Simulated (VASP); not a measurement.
A run of VASP 6.6.1:

File INCAR:

```
SYSTEM = C
PREC = Accurate
ENCUT = 600
EDIFF = 1E-7
ISMEAR = 0
SIGMA = 0.03
LREAL = .FALSE.
LASPH = .TRUE.
NELM = 80
ALGO = Normal
ISIF = 3
LWAVE = .FALSE.
LCHARG = .FALSE.
GGA = PS
IBRION = 2
NSW = 90
EDIFFG = -0.005
```

KPOINTS

```
regular mesh
0
G
  15 15 4
  0 0 0
```

The input POSCAR:

```
C                                       
1.0
    2.4593470201     -0.0000000000      0.0000000000
   -1.2296735100      2.1298569961      0.0000000000
   -0.0000000000     -0.0000000000      7.0469160303
  C             
     4
Direct
     0.0000000000000000    0.0000000000000000    0.2500000000000000
     0.0000000000000000    0.0000000000000000    0.7500000000000000
     0.3333333300000021    0.6666666699999979    0.2500000000000000
     0.6666666699999979    0.3333333300000021    0.7500000000000000
```

Potentials or basis: VASP PAW PBE potentials, release 64 (C).

Command:

```bash
$ cat potpaw_PBE.64/C/POTCAR > POTCAR
$ mpirun -np 1 vasp_std > vasp.out
```

Hardware: 1 thread of Intel(R) Xeon(R) Platinum 8488C (Sapphire Rapids) (shared host).

Task: How long does it take, and how much memory?

Result: Wall time 55 s on 1 thread of Intel(R) Xeon(R) Platinum 8488C (Sapphire Rapids), on a shared host, peak memory 0.17 GiB. Counts: scf iterations 21, k points 81, ion steps 3.
